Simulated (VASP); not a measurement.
VASP input:

**INCAR**
```
! general
SYSTEM  = CoGa
PREC    = Accurate
ENCUT   = 240   ! plane-wave cut-off (eV)
LREAL   = .FALSE.   ! projection in real space or not
LASPH   = .TRUE.   ! aspherical one-centre terms

! electronic loop
EDIFF   = 1E-6
NELM    = 100   ! most electronic steps
ALGO    = Normal
LMAXMIX = 4   ! l cut-off of mixed one-centre charges

! smearing
ISMEAR  = 0   ! Gaussian
SIGMA   = 0.1

! functional
GGA     = PE

! ions
ISIF    = 2

! output
LWAVE   = .FALSE.
LCHARG  = .FALSE.
```

### POSCAR
```
CoGa
1
    2.8800000000     0.0000000000     0.0000000000
    0.0000000000     2.8800000000     0.0000000000
    0.0000000000     0.0000000000     2.8800000000
Ga Co
1 1
Direct
  0.4990940000   0.5090060000   0.4866190000
  0.0009060000  -0.0090060000   0.0133810000
```

### KPOINTS
```
Automatic mesh
0
Gamma
9 9 9
0.5 0.5 0.5
```

POTCAR, in this order: Ga_d Co (PBE.64 set). Program: vasp_std.

Q: Write an equivalent input for Quantum ESPRESSO's pw.x.

A: One equivalent input (not run):
```
&CONTROL
  calculation = 'scf'
  pseudo_dir = './pseudo'
  outdir = './out'
  tprnfor = .true.
  tstress = .true.
/
&SYSTEM
  ibrav = 0
  nat = 2
  ntyp = 2
  ecutwfc = 96
  occupations = 'smearing'
  smearing = 'gaussian'
  degauss = 0.00735
  input_dft = 'pbe'
/
&ELECTRONS
  conv_thr = 7.3e-08
  electron_maxstep = 100
/
ATOMIC_SPECIES
  Ga 69.723 Ga.upf
  Co 58.933 Co.upf
CELL_PARAMETERS angstrom
     2.8800000    0.0000000    0.0000000
     0.0000000    2.8800000    0.0000000
     0.0000000    0.0000000    2.8800000
ATOMIC_POSITIONS crystal
  Ga   0.4990940  0.5090060  0.4866190
  Co   0.0009060 -0.0090060  0.0133810
K_POINTS automatic
  9 9 9 1 1 1
```
What does not carry over: the potentials are each code's own (VASP's PAW set, PseudoDojo norm-conserving files in pw.x), so ENCUT and ecutwfc are chosen apart and not converted; conv_thr bounds pw.x's estimated SCF error, while EDIFF bounds the energy change between steps.

The structure is a typed CoGa crystal. The cell was not relaxed at this level, atoms are displaced from their ideal sites. The run is one of a series of settings (ENCUT = 240 against the base run), some of them coarse on purpose.
